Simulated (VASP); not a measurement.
# A VASP study of ZrTiSi2 (LDA): structure first, properties next, part 6 of 6

What structure does ZrTiSi2 take at this level, and what are its properties? The cell is invented: it takes the structure of a Materials Project entry for ZrTiC2 (space group 166 there), with some of its atoms replaced by other elements, volume scaled by an estimate. It may not be a known or stable phase. The atoms of the start are displaced at random from the sites of a R-3m cell.

VASP 6.6.1, plane waves and PAW; the level of theory is named at each step.

Still holding for the runs below: The k-mesh is coarse for a metal.

So far. Step 14 (Volume scan with LDA, volume scale 1.06): The pressure falls from -4.63 to -6.67 GPa. The parabola predicted -6.61 GPa, +0.05 GPa off. Step 16 (Fit for LDA): The fitted volume lies +0.25 % from the relaxed one. At a finite cutoff and mesh the minimum of the energy and the zero of the stress don't quite coincide, and the relaxation stops at a threshold. The atoms bear forces along the scan, since they were held; freeing them would lower the modulus.

### Step 17. Bands along the symmetry lines (LDA), changed input

This step: LDA; plane waves and PAW (Zr_sv, Ti_sv, Si); invented cell (VASP 6.6.1).

Levels along the symmetry lines show where the bands peak and cross; KPOINTS_OPT computes them in the converged potential. Some settings are moved from the usual, to see what they do.

INCAR

```
SYSTEM = ZrTiSi2
PREC = Accurate
ENCUT = 350
EDIFF = 1E-06
NELM = 100
ISMEAR = -1
SIGMA = 0.05
LREAL = .FALSE.
ALGO = Normal
GGA = CA
NBANDS = 30
LORBIT = 11
LWAVE = .FALSE.
LCHARG = .FALSE.
KPAR = 2
```

POSCAR

```
ZrTiSi2
1.0
    1.8604756746      1.0741461354      5.6827879769
   -1.8604756746      1.0741461354      5.6827879769
    0.0000000000     -2.1482922608      5.6827879769
Zr Ti Si
1 1 2
Direct
    0.0000000000      0.0000000000      0.0000000000
    0.5000000000      0.5000000000      0.5000000000
    0.2426801816      0.2426801816      0.2426801816
    0.7573198184      0.7573198184      0.7573198184
```

KPOINTS

```
Automatic mesh
0
Gamma
6 6 6
0 0 0
```

KPOINTS_OPT

```
Line mode
16
Line-mode
Reciprocal
  0.00000000   0.00000000   0.00000000 GAMMA
  0.50000000   0.00000000   0.00000000 L

  0.50000000   0.00000000   0.00000000 L
  0.50000000   0.19048507  -0.19048507 B1

  0.80951493   0.50000000   0.19048507 B
  0.50000000   0.50000000   0.50000000 Z

  0.50000000   0.50000000   0.50000000 Z
  0.00000000   0.00000000   0.00000000 GAMMA

  0.00000000   0.00000000   0.00000000 GAMMA
  0.34524253   0.00000000  -0.34524253 X

  0.65475747   0.34524253   0.00000000 Q
  0.50000000   0.50000000   0.00000000 F

  0.50000000   0.50000000   0.00000000 F
  0.65475747   0.65475747   0.19048507 P1

  0.65475747   0.65475747   0.19048507 P1
  0.50000000   0.50000000   0.50000000 Z

  0.50000000   0.00000000   0.00000000 L
  0.80951493   0.34524253   0.34524253 P
```

The projector-augmented-wave data sets are Zr_sv, Ti_sv and Si (LDA family, release 64).

Launch:

```
$ mpirun -np 2 vasp_std
```

What it wrote:

```text
[... set-up lines as in an earlier step ...]
 entering main loop
       N       E                     dE             d eps       ncg     rms          rms(c)
DAV:   1     0.244841005409E+03    0.24484E+03   -0.11782E+04  1920   0.847E+02
DAV:   2    -0.141539836845E+02   -0.25899E+03   -0.24466E+03  2054   0.279E+02
DAV:   3    -0.345242164395E+02   -0.20370E+02   -0.19844E+02  3226   0.695E+01
DAV:   4    -0.355403525676E+02   -0.10161E+01   -0.10105E+01  2516   0.129E+01
DAV:   5    -0.355716257473E+02   -0.31273E-01   -0.31271E-01  2800   0.202E+00    0.205E+01
DAV:   6    -0.330160156353E+02    0.25556E+01   -0.71687E+00  2262   0.258E+01    0.893E+00
DAV:   7    -0.327876371397E+02    0.22838E+00   -0.33364E+00  2376   0.200E+01    0.697E+00
DAV:   8    -0.322699870889E+02    0.51765E+00   -0.41244E-01  2476   0.617E+00    0.280E+00
DAV:   9    -0.322587962450E+02    0.11191E-01   -0.10054E-01  2780   0.224E+00    0.830E-01
DAV:  10    -0.322530698266E+02    0.57264E-02   -0.15185E-02  2310   0.125E+00    0.218E-01
DAV:  11    -0.322533006106E+02   -0.23078E-03   -0.99647E-04  2342   0.220E-01    0.116E-01
DAV:  12    -0.322532189557E+02    0.81655E-04   -0.57730E-05  2416   0.798E-02    0.456E-02
DAV:  13    -0.322532097279E+02    0.92278E-05   -0.20001E-05  2534   0.363E-02    0.120E-02
DAV:  14    -0.322532096415E+02    0.86420E-07   -0.25358E-06  2340   0.101E-02
   1 F= -.32253210E+02 E0= -.32249858E+02  d E =-.670348E-02
 Start KPOINTS_OPT (optional k-point list driver)
k-point batch [1-32\144]
       N       E                     dE             ncg
DAV:   1    -0.174880471048E+04   -0.22945E+05     1920
DAV:   2    -0.101099572681E+05   -0.83612E+04     2016
DAV:   3    -0.107852741804E+05   -0.67532E+03     3280
DAV:   4    -0.108145233828E+05   -0.29249E+02     2368
DAV:   5    -0.108155779446E+05   -0.10546E+01     2798
DAV:   6    -0.108155856396E+05   -0.76950E-02     2396
DAV:   7    -0.108155858501E+05   -0.21054E-03     2842
DAV:   8    -0.108155858512E+05   -0.10974E-05     1912
DAV:   9    -0.108155858513E+05   -0.64358E-07     1490
[...]
k-point batch [129-144\144]
       N       E                     dE             ncg
DAV:   1     0.821452559274E+04   -0.15123E+05      960
DAV:   2     0.403320180260E+04   -0.41813E+04     1026
DAV:   3     0.370909589617E+04   -0.32411E+03     1612
DAV:   4     0.369496391949E+04   -0.14132E+02     1192
DAV:   5     0.369451721484E+04   -0.44670E+00     1334
DAV:   6     0.369450965158E+04   -0.75633E-02     1198
DAV:   7     0.369450943427E+04   -0.21731E-03     1402
DAV:   8     0.369450943221E+04   -0.20553E-05      992
DAV:   9     0.369450943208E+04   -0.13232E-06      760
```

Run time: 2 min. Hardware: 2 MPI ranks of Intel Xeon Platinum 8259CL at 2.50GHz (Skylake/Cascade Lake), shared host; peak memory 0.45 GiB; 4 min of CPU time.

Parts of OUTCAR (step 17):

```text
   ENCUT  =  350.0 eV  25.72 Ry    5.07 a.u.   9.27  9.27  9.27*2*pi/ulx,y,z

   NELECT =      32.0000    total number of electrons

 E-fermi :   8.9168

 k-point     1 :       0.0000    0.0000    0.0000
  band No.  band energies     occupation
    ...
     11       3.8762      2.00000
     12       6.5379      2.00000
     13       6.5379      2.00000
     14       8.6101      1.99568
     15       8.6101      1.99568
     16       9.2237      0.00431
     17       9.4511      0.00005
     18       9.4511      0.00005
     19      11.3422      0.00000
     20      11.3422      0.00000
    ...

  Total       -0.0341913     -0.0341913     -0.0589447     -0.0000000     -0.0000000     -0.0000000
  in kB       -0.8039443     -0.8039443     -1.3859738     -0.0000000     -0.0000000     -0.0000000
  external PRESSURE =      -0.9979541 kB  Pullay stress =       0.0000000 kB

 POSITION                                       TOTAL-FORCE (eV/Angst)
 -----------------------------------------------------------------------------------
      0.00000      0.00000      0.00000         0.000000      0.000000     -0.000000
      0.00000      0.00000      8.52418        -0.000000      0.000000      0.000000
      0.00000      0.00000      4.13730         0.000000      0.000000      0.011937
      0.00000      0.00000     12.91106         0.000000     -0.000000     -0.011937
 -----------------------------------------------------------------------------------
    total drift:                                0.000000      0.000000     -0.000000

  FREE ENERGIE OF THE ION-ELECTRON SYSTEM (eV)
  ---------------------------------------------------
  free  energy   TOTEN  =       -32.2532096415 eV

  energy  without entropy=      -32.2465061587  energy(sigma->0) =      -32.24985790

[... 6 parts as in an earlier step ...]

[... 10 further parts left out ...]
```

The cutoff falls from 400 to 350 eV, which shrinks the basis; the stress suffers most (Pulay stress), and PAW energies need not rise evenly as the basis shrinks.

Numbers from this step:

```yaml
bands: 30
free_energy_toten: -32.25 eV
energy_at_zero_smearing: -32.25 eV
fermi_energy: 8.917 eV
pressure: -0.09980 GPa
```

Electronic bands along the path, in eV, zero at the Fermi level; # counts the bands kept, so #1 is VASP's band 9:

```
          point     #5     #6     #7     #8    #9   #10   #11   #12
              Γ  -2.38  -0.31  -0.31   0.31  0.53  0.53  2.43  2.43
0.47 of the way  -2.02  -1.73  -1.17  -0.76  0.52  0.88  1.97  2.04
              L  -2.81  -2.05  -1.61  -1.25  1.13  1.42  1.48  1.70
0.53 of the way  -2.72  -2.70  -1.60  -1.42  1.22  1.56  1.77  2.24
             B1  -2.91  -2.55  -1.26  -1.16  0.66  1.38  1.67  2.47
      jump to B  -2.91  -2.55  -1.26  -1.16  0.66  1.38  1.67  2.47
0.53 of the way  -1.96  -1.71  -1.19  -1.09  0.31  0.64  1.73  1.74
              Z  -1.60  -1.60  -1.27  -1.27  0.55  0.55  1.10  1.10
0.47 of the way  -2.11  -0.51  -0.51  -0.37  0.15  0.15  1.80  1.80
              Γ  -2.38  -0.31  -0.31   0.31  0.53  0.53  2.43  2.43
0.47 of the way  -2.19  -1.87  -1.68  -1.07  0.64  1.26  1.99  2.07
              X  -2.98  -2.55  -1.46  -1.07  0.67  1.54  1.69  2.40
      jump to Q  -2.98  -2.55  -1.46  -1.07  0.67  1.54  1.69  2.40
0.47 of the way  -2.64  -2.29  -1.51  -0.31  0.07  1.55  1.59  2.65
              F  -2.13  -2.04  -1.63   0.01  0.86  1.18  1.65  1.89
0.47 of the way  -2.11  -2.04  -1.65  -0.05  0.82  1.19  1.65  1.93
             P1  -2.07  -2.03  -1.76  -0.22  0.72  1.23  1.67  2.06
0.53 of the way  -1.77  -1.64  -1.46  -0.83  0.17  0.71  1.37  1.81
              Z  -1.60  -1.60  -1.27  -1.27  0.55  0.55  1.10  1.10
      jump to L  -2.81  -2.05  -1.61  -1.25  1.13  1.42  1.48  1.70
0.47 of the way  -2.42  -1.99  -1.84  -0.87  0.79  1.43  1.66  1.97
              P  -2.07  -2.03  -1.76  -0.22  0.72  1.23  1.67  2.06
```

Of the projections kept (Zr, Ti, Si), the largest for each band there; the rest of the weight can lie on other orbitals:

| point | #5 | #6 | #7 | #8 | #9 | #10 | #11 | #12 |
| --- | --- | --- | --- | --- | --- | --- | --- | --- |
| Γ | Ti 0.40 | Ti 0.61 | Ti 0.61 | Ti 0.60 | Ti 0.54 | Ti 0.54 | Zr 0.54 | Zr 0.54 |
| L | Zr 0.58 | Ti 0.60 | Zr 0.56 | Ti 0.69 | Ti 0.83 | Zr 0.77 | Ti 1.00 | Ti 0.98 |
| B1 | Si 0.43 | Zr 0.46 | Ti 0.35 | Ti 0.49 | Ti 0.83 | Ti 0.55 | Ti 0.90 | Zr 0.66 |
| B | Si 0.43 | Zr 0.46 | Ti 0.35 | Ti 0.49 | Ti 0.83 | Ti 0.55 | Ti 0.90 | Zr 0.66 |
| Z | Ti 0.74 | Ti 0.74 | Zr 0.73 | Zr 0.73 | Ti 0.99 | Ti 0.99 | Zr 0.98 | Zr 0.98 |
| Γ | Ti 0.40 | Ti 0.61 | Ti 0.61 | Ti 0.60 | Ti 0.54 | Ti 0.54 | Zr 0.54 | Zr 0.54 |

Against the sound run “Bands along the symmetry lines (LDA)”, the energy at zero smearing moves by +0.9 meV an atom, the pressure by -0.16 GPa and the Fermi level by +0.00 eV.

### Step 18. Results

| Item | Value |
| --- | --- |
| relaxed volume | 17.03 Å³/atom |
| relaxed conventional cell a, b, c | 3.721, 3.721, 17.048 Å; angles 90.0, 90.0, 120.0° |
| space group after relaxing, within 0.02 Å | R-3m (No. 166) |
| band gap | none, a metal |
| DOS at the Fermi level | 0.649 states/eV/cell |
| band gap (TB-mBJ) | none, a metal |
| bulk modulus from the fit | 129 GPa |
| volume from the fit | 17.1 Å³/atom |

With LDA, ZrTiSi2 relaxes to 17.03 Å³/atom in space group R-3m, comes out as a metal and has a bulk modulus of 129 GPa at fixed shape and positions, an upper bound. Bands along the symmetry lines (LDA): Of the bands kept, 2 cross the Fermi level on this path. Bands along the symmetry lines (TB-mBJ): Of the bands kept, 2 cross the Fermi level on this path. Bands along the symmetry lines (LDA), changed input: Of the bands kept, 2 cross the Fermi level on this path. The other levels ran on the cell relaxed with LDA, and without spin-orbit coupling unless named. Spin-orbit coupling is left out; it would split some degenerate bands. The k-sampling is coarse for a metal, so the Fermi level, pressures and the shape of the cell carry errors. No search among competing phases was made. All values are for a static lattice at zero temperature.

[Lines on the potential files, build, host, timing and source positions are cut from VASP's logs without a mark.]

[Logs are printed without paths, hosts, clocks, repeated set-up lines and the standing remarks that a program may print on its own settings, such as how far it seeks lower states.]

[Hosts, paths, dates, database ids (printed as entryN), source tags and the programs' standing remarks are cut or masked in the printed files.]

[A measured line is paired with the nearest computed mode of its activity, which favours agreement.]
